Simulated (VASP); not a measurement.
Level of theory: revPBE GGA, VASP's PBE PAW potentials (set 64) (plane waves; VASP).

VASP input:

KPOINTS:
```
Automatic mesh
0
gamma
6 6 3
0 0 0
```

INCAR:
```
SYSTEM  =  MgI2
PREC  =  Accurate; ENCUT  =  520; LREAL  =  .FALSE.
LASPH  =  .TRUE.
EDIFF  =  1E-6; NELM  =  100; ALGO  =  Normal
LMAXMIX  =  4
ISMEAR  =  0; SIGMA  =  0.05
GGA  =  RE
IBRION  =  2; NSW  =  60; ISIF  =  3
EDIFFG  =  -0.02
LWAVE  =  .FALSE.; LCHARG  =  .FALSE.
```

File POSCAR:
```
MgI2
1.0
  2.1414242284  -3.7090551011   0.0000000000
  2.1414242284   3.7090551011   0.0000000000
  0.0000000000   0.0000000000   8.6967404612
Mg I
1 2
Cart
  0.0000000000   0.0000000000   8.6967404612
  2.1414242284   1.2363541731   1.6655345241
  2.1414242284  -1.2363541731   7.0312059371
```

POTCAR, in this order: Mg I (PBE.64 set). Program: vasp_std.

Output of the run:

OSZICAR:
```
       N       E                     dE             d eps       ncg     rms          rms(c)
DAV:   1     0.885375789129E+02    0.88538E+02   -0.57759E+03   408   0.103E+03
DAV:   2     0.237712185680E+00   -0.88300E+02   -0.80857E+02   588   0.154E+02
DAV:   3    -0.716208432353E+01   -0.73998E+01   -0.73692E+01   520   0.528E+01
DAV:   4    -0.733870548016E+01   -0.17662E+00   -0.17658E+00   548   0.997E+00
DAV:   5    -0.734192573879E+01   -0.32203E-02   -0.32201E-02   516   0.148E+00    0.371E+00
DAV:   6    -0.718349468688E+01    0.15843E+00   -0.19511E-01   436   0.242E+00    0.266E+00
DAV:   7    -0.715709801142E+01    0.26397E-01   -0.18921E-01   440   0.245E+00    0.832E-01
DAV:   8    -0.715543983308E+01    0.16582E-02   -0.12817E-02   476   0.692E-01    0.253E-01
DAV:   9    -0.715572915150E+01   -0.28932E-03   -0.14483E-03   504   0.274E-01    0.946E-02
DAV:  10    -0.715571519245E+01    0.13959E-04   -0.39409E-05   504   0.542E-02    0.459E-02
DAV:  11    -0.715573409542E+01   -0.18903E-04   -0.46164E-05   480   0.536E-02    0.277E-02
DAV:  12    -0.715573546051E+01   -0.13651E-05   -0.17703E-06   424   0.105E-02    0.109E-02
DAV:  13    -0.715573575686E+01   -0.29635E-06   -0.17643E-07   336   0.360E-03
   1 F= -.71557358E+01 E0= -.71557358E+01  d E =-.715574E+01
       N       E                     dE             d eps       ncg     rms          rms(c)
DAV:   1    -0.715720850171E+01   -0.14730E-02   -0.28572E-02   452   0.900E-01    0.149E-01
DAV:   2    -0.715647860170E+01    0.72990E-03   -0.10888E-03   460   0.229E-01    0.707E-02
DAV:   3    -0.715625700881E+01    0.22159E-03   -0.58933E-04   496   0.128E-01    0.324E-02
DAV:   4    -0.715624802233E+01    0.89865E-05   -0.24329E-05   488   0.343E-02    0.312E-02
DAV:   5    -0.715624016054E+01    0.78618E-05   -0.21377E-05   508   0.295E-02    0.865E-03
DAV:   6    -0.715623942212E+01    0.73842E-06   -0.32193E-06   476   0.113E-02
   2 F= -.71562394E+01 E0= -.71562394E+01  d E =-.503665E-03
       N       E                     dE             d eps       ncg     rms          rms(c)
DAV:   1    -0.715735701772E+01   -0.11169E-02   -0.26708E-02   432   0.869E-01    0.144E-01
DAV:   2    -0.715667273419E+01    0.68428E-03   -0.10209E-03   456   0.222E-01    0.689E-02
DAV:   3    -0.715646375003E+01    0.20898E-03   -0.55032E-04   492   0.124E-01    0.314E-02
DAV:   4    -0.715645488341E+01    0.88666E-05   -0.23095E-05   480   0.334E-02    0.299E-02
DAV:   5    -0.715644698143E+01    0.79020E-05   -0.20851E-05   508   0.293E-02    0.842E-03
DAV:   6    -0.715644621409E+01    0.76734E-06   -0.31217E-06   468   0.111E-02
   3 F= -.71564462E+01 E0= -.71564462E+01  d E =-.710457E-03
       N       E                     dE             d eps       ncg     rms          rms(c)
DAV:   1    -0.715650643466E+01   -0.59453E-04   -0.15238E-03   444   0.207E-01    0.341E-02
DAV:   2    -0.715646679689E+01    0.39638E-04   -0.58549E-05   456   0.534E-02    0.166E-02
DAV:   3    -0.715645498301E+01    0.11814E-04   -0.31474E-05   488   0.299E-02    0.749E-03
DAV:   4    -0.715645457972E+01    0.40329E-06   -0.11874E-06   324   0.814E-03
   4 F= -.71564546E+01 E0= -.71564546E+01  d E =-.718823E-03
       N       E                     dE             d eps       ncg     rms          rms(c)
DAV:   1    -0.715715978997E+01   -0.70481E-03   -0.18075E-02   456   0.718E-01    0.100E-01
DAV:   2    -0.715680225140E+01    0.35754E-03   -0.53991E-04   476   0.165E-01    0.583E-02
DAV:   3    -0.715662866451E+01    0.17359E-03   -0.35621E-04   480   0.100E-01    0.262E-02
DAV:   4    -0.715661440929E+01    0.14255E-04   -0.14608E-05   512   0.264E-02    0.255E-02
DAV:   5    -0.715659638705E+01    0.18022E-04   -0.20371E-05   492   0.282E-02    0.585E-03
DAV:   6    -0.715659540459E+01    0.98246E-06   -0.12539E-06   364   0.824E-03
   5 F= -.71565954E+01 E0= -.71565954E+01  d E =-.140825E-03
```

### OUTCAR
```
------------------------ aborting loop because EDIFF is reached ----------------------------------------
  FORCE on cell =-STRESS in cart. coord.  units (eV):
  Direction    XX          YY          ZZ          XY          YZ          ZX
  --------------------------------------------------------------------------------------
  Total        0.0073240      0.0073240      0.0250108      0.0000000      0.0000000      0.0000000
  in kB        0.0853104      0.0853103      0.2913290      0.0000000      0.0000000      0.0000000
  external PRESSURE =       0.1539832 kB  Pullay stress =       0.0000000 kB
  volume of cell :      137.55
      direct lattice vectors                 reciprocal lattice vectors
     2.131153716 -3.691266059  0.000000000     0.234614705 -0.135454880 -0.000000000
     2.131153716  3.691266059 -0.000000000     0.234614705  0.135454880  0.000000000
     0.000000000 -0.000000000  8.742474938     0.000000000  0.000000000  0.114384085
 POSITION                                       TOTAL-FORCE (eV/Angst)
 -----------------------------------------------------------------------------------
      0.00000     -0.00000      8.74247         0.000000     -0.000000      0.000000
      2.13115      1.23042      1.67623        -0.000000      0.000000     -0.008833
      2.13115     -1.23042      7.06624         0.000000     -0.000000      0.008833
 -----------------------------------------------------------------------------------
    total drift:                                0.000000     -0.000000      0.000000
  FREE ENERGIE OF THE ION-ELECTRON SYSTEM (eV)
  ---------------------------------------------------
  free  energy   TOTEN  =        -7.1565954046 eV

  energy  without entropy=       -7.1565954046  energy(sigma->0) =       -7.15659540

 reached required accuracy - stopping structural energy minimisation
```
(Selected blocks of OUTCAR.)

**CONTCAR**
```
MgI2
   1.00000000000000
     2.1311537163898455   -3.6912660591446991    0.0000000000000000
     2.1311537163898455    3.6912660591446991   -0.0000000000000000
     0.0000000000000000   -0.0000000000000000    8.7424749382726485
  Mg              I
     1     2
Direct
     0.0000000000000000    0.0000000000000000    1.0000000000000000
     0.3333330000000032    0.6666669999999968    0.1917340555920481
     0.6666669999999968    0.3333330000000032    0.8082659444079519
```

Without a dispersion term in the relaxation, distances and binding between the weakly bound layers, chains or molecules are unreliable, and so is what depends on them.

The compound is MgI2 in the 1T layered structure. This run relaxes it. Symmetry was kept, so distortions that lower it aren't found. The start is the result of an earlier pass.
